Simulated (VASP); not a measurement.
Calculation: PBEsol GGA, VASP's PBE PAW potentials (set 64) (plane waves; VASP).

A VASP calculation is set up with these files.

POSCAR:
```
KF
1
    0.0000000000     2.6244200000     2.6244200000
    2.6244200000     0.0000000000     2.6244200000
    2.6244200000     2.6244200000     0.0000000000
K F
1 1
Direct
  0.0000000000   0.0000000000   0.0000000000
  0.5000000000   0.5000000000   0.5000000000
```

INCAR:
```
SYSTEM = KF
PREC = Accurate; ENCUT = 400; LREAL = .False.
LASPH = .True.
EDIFF = 1E-6; NELM = 100; ALGO = Normal
ISMEAR = 0; SIGMA = 0.01
GGA = PS
ISIF = 2
LWAVE = .False.; LCHARG = .False.
```

**KPOINTS**
```
Automatic mesh
0
Gamma
6 6 6
0 0 0
```

POTCAR, in this order: K_sv F (PBE.64 set). Program: vasp_std.

At this cut-off the stress carries a Pulay error, which pulls relaxed volumes low.

Q: What does the run give for the energy per atom (σ→0), pressure, band gap (on the k-mesh)?

A: 
* **energy per atom (σ→0)**: -4.264 eV/atom
* **band gap (on the k-mesh)**: 6.33 eV
* **pressure**: -3.72 GPa

**OSZICAR**
```
...
DAV:   7    -0.853452322759E+01    0.33708E-01   -0.10887E-01   520   0.300E+00    0.258E+00
DAV:   8    -0.852630883605E+01    0.82144E-02   -0.51158E-02   416   0.262E+00    0.201E-01
DAV:   9    -0.852775367771E+01   -0.14448E-02   -0.70604E-03   516   0.696E-01    0.122E-01
DAV:  10    -0.852808677331E+01   -0.33310E-03   -0.79414E-04   448   0.282E-01    0.686E-02
DAV:  11    -0.852830902758E+01   -0.22225E-03   -0.37108E-04   396   0.152E-01    0.186E-02
DAV:  12    -0.852830145722E+01    0.75704E-05   -0.52855E-05   484   0.640E-02    0.747E-03
DAV:  13    -0.852830130793E+01    0.14929E-06   -0.63003E-06   420   0.248E-02
   1 F= -.85283013E+01 E0= -.85283013E+01  d E =-.791914E-20
```

The structure comes from a computed database's KF entry; how it stands against other phases isn't given here. The cell was not relaxed at this level. The run is one of a series of settings (GGA = PS against the base run), some of them coarse on purpose.
